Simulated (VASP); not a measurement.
Wanted: the native input for a VASP 6.6.1 run.

- Task: single point
- Functional: PBEsol
- Potentials or basis: VASP PAW PBE potentials, release 64 (Ni, W_sv, S)
- Cutoff: 350 eV
- k mesh: 3 × 3 × 2
- Occupations: gaussian, width 0.03 eV
- Spin: collinear spin, zero start
- Starting moments: [0.0, 0.0, 0.0, 0.0, 0.0, 0.0, 0.0, 0.0, 0.0, 0.0, 0.0, 0.0, 0.0, 0.0, 0.0, 0.0, 0.0, 0.0, 0.0, 0.0, 0.0, 0.0, 0.0, 0.0] μB
- Fixed moment: 0 μB
- Hubbard terms: Ni d U = 5 eV
- Dq: 0
- Further INCAR settings: LREAL = Auto; ALGO = Normal; EDIFF = 1e-05; NBANDS = 124

The structure of NiW7S16 (a cell with a defect) lies in POSCAR:

```
NiW7S16
1.0
    6.3064000000      0.0000000000      0.0000000000
   -3.1532000000      5.4615026064      0.0000000000
    0.0000000000      0.0000000000     12.3230000000
Ni W S
1 7 16
Direct
    0.1666666667      0.3333333333      0.2500000000
    0.1666666667      0.8333333333      0.2500000000
    0.6666666667      0.3333333333      0.2500000000
    0.6666666667      0.8333333333      0.2500000000
    0.3333333333      0.1666666667      0.7500000000
    0.3333333333      0.6666666667      0.7500000000
    0.8333333333      0.1666666667      0.7500000000
    0.8333333333      0.6666666667      0.7500000000
    0.1666666667      0.3333333333      0.6225000000
    0.1666666667      0.8333333333      0.6225000000
    0.6666666667      0.3333333333      0.6225000000
    0.6666666667      0.8333333333      0.6225000000
    0.3333333333      0.1666666667      0.1225000000
    0.3333333333      0.6666666667      0.1225000000
    0.8333333333      0.1666666667      0.1225000000
    0.8333333333      0.6666666667      0.1225000000
    0.1666666667      0.3333333333      0.8775000000
    0.1666666667      0.8333333333      0.8775000000
    0.6666666667      0.3333333333      0.8775000000
    0.6666666667      0.8333333333      0.8775000000
    0.3333333333      0.1666666667      0.3775000000
    0.3333333333      0.6666666667      0.3775000000
    0.8333333333      0.1666666667      0.3775000000
    0.8333333333      0.6666666667      0.3775000000
```

One way to write it, as run:

INCAR

```
SYSTEM = NiW7S16
PREC = Accurate ; ENCUT = 350
EDIFF = 1E-5 ; ISMEAR = 0
SIGMA = 0.03 ; LREAL = Auto
LASPH = .True. ; NELM = 120
ALGO = Normal ; ISIF = 2
LWAVE = .False. ; LCHARG = .False.
ISPIN = 2 ; MAGMOM = 0 0 0 0 0 0 0 0 0 0 0 0 0 0 0 0 0 0 0 0 0 0 0 0
LORBIT = 11 ; NUPDOWN = 0
LMAXMIX = 4 ; LDAU = .True.
LDAUTYPE = 2 ; LDAUL = 2 -1 -1
LDAUU = 5 0 0 ; LDAUJ = 0 0 0
LDAUPRINT = 1 ; GGA = PS
NBANDS = 124 ; KPAR = 4
```

KPOINTS

```
Automatic mesh
0
Gamma
  3 3 2
  0 0 0
```

Potentials or basis: VASP PAW PBE potentials, release 64 (Ni, W_sv, S).

Launch:

```console
$ cat potpaw_PBE.64/Ni/POTCAR potpaw_PBE.64/W_sv/POTCAR potpaw_PBE.64/S/POTCAR > POTCAR
$ mpirun -np 4 vasp_std > vasp.out
```

Results of the run:

```yaml
Pressure: -2.1 GPa
Largest_force: 0.741 eV/Å
Net_moment: 0.00 μB per cell
Valence_electrons_inside_the_program's_atomic_spheres: Ni 9.38; W 12.03, 12.07; S 3.70, 3.64, 3.68
```

Caveat: the k mesh is coarse (spacing up to 0.38 Å⁻¹), so the values aren't converged; the PAW data sets were made with another functional, which shifts forces and pressure a little; the total moment is fixed, so each spin has its own Fermi level.

It took 4.9 min on 4 MPI ranks on Intel(R) Xeon(R) Platinum 8488C (Sapphire Rapids), on a shared host, peak memory 0.58 GiB a rank.
